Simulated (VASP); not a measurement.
Crystal: Al2Pt.

```
Al Pt
1.0
     0.00000    2.94917    2.94917
     2.94917    0.00000    2.94917
     2.94917    2.94917    0.00000
Al Pt
2 1
Cartesian
  1.4746 1.4746 1.4746
  4.4238 4.4238 4.4238
  0.0000 0.0000 0.0000
```

The cell comes from a database or a generator and needn't be the stable form of this composition.

- Program: VASP 6.6.1
- Task: relaxation of cell and atoms
- Functional: PBE
- Potentials or basis: VASP PAW PBE potentials, release 64 (Al, Pt)
- Cutoff: 600 eV
- k mesh: 14 × 14 × 14
- Occupations: gaussian, width 0.1 eV
- Spin: no spin polarisation

At the start: pressure 3.2 GPa; volume 17.10 Å³/atom.

Task: How do energy, volume and symmetry change on relaxing?

Result: Over 3 steps the energy falls by 3.8 meV/atom and the volume is 17.50 Å³/atom (+2.4 %); space group Fm-3m (No. 225, to 0.05 Å).

Step by step:
| step | energy change (eV) | largest force (eV/Å) | pressure (GPa) | volume (Å³) |
| --- | --- | --- | --- | --- |
| 1 | 0.0000 | 0.0000 | 3.15 | 51.30 |
| 2 | 0.0019 | 0.0000 | -3.18 | 53.84 |
| 3 | -0.0115 | 0.0000 | -0.02 | 52.51 |

Final structure:
```
CELL_PARAMETERS angstrom
0.00000 2.97212 2.97212
2.97212 0.00000 2.97212
2.97212 2.97212 0.00000
ATOMIC_POSITIONS crystal
Al 0.25000 0.25000 0.25000
Al 0.75000 0.75000 0.75000
Pt 0.00000 0.00000 0.00000
```
